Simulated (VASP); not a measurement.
Energy against volume of LiH (rock salt). These are PBE GGA with D3 dispersion (zero damping), VASP's PBE PAW potentials (set 64) (plane waves; VASP) values and carry that method's errors. Settings: 520 eV cut-off, 12×12×12 Γ-centred mesh, Gaussian smearing of 0.050 eV, potentials Li_sv H.

| V (Å³/atom) | E (eV/atom) |
|---|---|
| 6.995 | -3.17023 |
| 7.218 | -3.17351 |
| 7.442 | -3.17481 |
| 7.665 | -3.17436 |

Task: Fit these four points and predict the energy of the run at 7.888 Å³/atom.

Result: A cubic in V^(−2/3), the third-order Birch-Murnaghan form, passes through the four points with V0 = 7.49 Å³/atom and B0 = 41 GPa, and gives -3.1724 eV/atom there. The run gave -3.1724 eV/atom, +0.0 meV/atom from the fit; all five points give B0 = 41 GPa.

The compound is LiH in the rock salt structure. It was relaxed first, which changed the volume by -12 %.
